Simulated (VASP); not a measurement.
Molecule: F2SiClBr, in a box.

```
F Si Cl Br
1.0
    12.00000    0.00000    0.00000
     0.00000   12.00000    0.00000
     0.00000    0.00000   12.00000
F Si Cl Br
2 1 1 1
Direct
  0.60641 0.37906 0.50934
  0.44097 0.45195 0.61884
  0.49972 0.45466 0.50181
  0.39575 0.39141 0.38682
  0.54899 0.62444 0.46323
```

Base run:

| Item | Value |
| --- | --- |
| Program | VASP 6.6.1 |
| Functional | HSE06 |
| Dispersion | TS |
| Potentials or basis | VASP PAW PBE potentials, release 64 (F, Si, Cl, Br) |
| Cutoff | 520 eV |
| k mesh | 1 × 1 × 1 |
| Occupations | gaussian, width 0.01 eV |
| Spin | no spin polarisation |

Its results: gap between the frontier levels 7.77 eV; largest force 0.298 eV/Å.

**Question.** After a change of settings the same cell gave: gap between the frontier levels 8.49 eV; largest force 0.103 eV/Å. Which change was it?
A. functional from HSE06 to PBE; further incar settings from ALGO = Normal; EDIFF = 1e-07; NBANDS = 24 to ALGO = Normal; EDIFF = 1e-06
B. functional from HSE06 to PBE0; potentials or basis from VASP PAW PBE potentials, release 64 (F, Si, Cl, Br) to VASP PAW PBE potentials, release 64 (F_h, Si, Cl_h, Br); cutoff from 520 eV to 900 eV
C. functional from HSE06 to PBE; dispersion from TS to none

**Answer.** B.

Caveats: the PAW data sets were made with another functional, which shifts forces and pressure a little.
